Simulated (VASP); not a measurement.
Here is the system:

```xyz
2
Lattice="0.0000 3.1781 3.1781 3.1781 0.0000 3.1781 3.1781 3.1781 0.0000" Properties=species:S:1:pos:R:3 pbc="T T T"
K      3.1781     0.0000     3.1781
Cl     3.1781     3.1781     3.1781
```

Level of theory: vdW-DF-cx, VASP's PBE PAW potentials (set 64) (plane waves; VASP 6.6.1). Run with 520 eV cut-off, 7×7×7 Γ-centred mesh, Gaussian smearing of 0.050 eV, potentials K_sv Cl.

Task: Predict the energy per atom (σ→0), band gap (on the k-mesh) with the smallest direct gap where there is one.

Result: 
```json
{
 "band gap (on the k-mesh)": "5.21 eV",
 "smallest direct gap (on the k-mesh)": "5.21 eV",
 "energy per atom (σ→0)": "-142.7 kJ/mol of atoms"
}
```

The absolute energy has meaning only against runs of the same code, potentials and settings.

The compound is KCl in the rock salt structure. This cell is one point of a volume scan, at 1.03 of the reference volume.
